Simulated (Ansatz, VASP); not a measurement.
## Two plane-wave programs on WF2

The input INCAR:

```
SYSTEM = WF2
  ALGO = Normal
  EDIFF = 1E-6
  ENCUT = 520
  GGA = PE
  ISIF = 2
  ISMEAR = 0
  LASPH = .True.
  LCHARG = .False.
  LDAU = .True.
  LDAUJ = 0 0
  LDAUL = 2 -1
  LDAUPRINT = 1
  LDAUTYPE = 2
  LDAUU = 6.2 0
  LMAXMIX = 4
  LREAL = .False.
  LWAVE = .False.
  NBANDS = 21
  NELM = 150
  PREC = Accurate
  SIGMA = 0.02
```

The input KPOINTS:

```
k-points
0
Gamma
  10 10 10
  0 0 0
```

The input POSCAR:

```
WF2
1.0
    0.0000000000      2.7149676497      2.7149676497
    2.7149676497      0.0000000000      2.7149676497
    2.7149676497      2.7149676497      0.0000000000
W F
1 2
Direct
    0.0000000000      0.0000000000      0.0000000000
    0.2500000000      0.2500000000      0.2500000000
    0.7500000000      0.7500000000      0.7500000000
```

Input for Ansatz:

```yaml
crystal:
  lattice:
    - [0.0, 2.7149676476, 2.7149676476]
    - [2.7149676476, 0.0, 2.7149676476]
    - [2.7149676476, 2.7149676476, 0.0]
  atoms:
    - { symbol: W, position: [0.0, 0.0, 0.0] }
    - { symbol: F, position: [0.25, 0.25, 0.25] }
    - { symbol: F, position: [0.75, 0.75, 0.75] }
basis:
  ecutwfc: 420
kpoints:
  mp_grid: { grid: [10, 10, 10] }
hamiltonian:
  xc: pbe
  hubbard: { sites: [{ species: W, l: d, u_eff: 6.2 }] }
scf:
  occupations: { method: gaussian, width: 0.02 }
output:
  forces: true
  stress: true
  eigenvalues: true
```

Alike in both runs: task single point; functional PBE; k mesh 10 × 10 × 10; occupations gaussian, width 0.02 eV; no spin polarisation; Hubbard terms W d U = 6.2 eV.

|  | VASP | Ansatz |
| --- | --- | --- |
| version | VASP 6.6.1 | Ansatz 0.2.0 |
| potentials or method | VASP PAW PBE potentials, release 64 (W_sv, F) | scalar-relativistic, plane waves, PAW |
| plane-wave cutoff (eV) | 520 | 420 |
| valence electrons in the cell | 28 | 28 |

|  | VASP | Ansatz | Ansatz less VASP |
| --- | --- | --- | --- |
| pressure (GPa) | -4.1 | -4.0 | +0.07 |

The programs project onto different local orbitals, so the same U acts differently.

Caveats: U without spin polarisation on a metal has little footing. Spin-orbit coupling is left out, which matters for the levels of W.
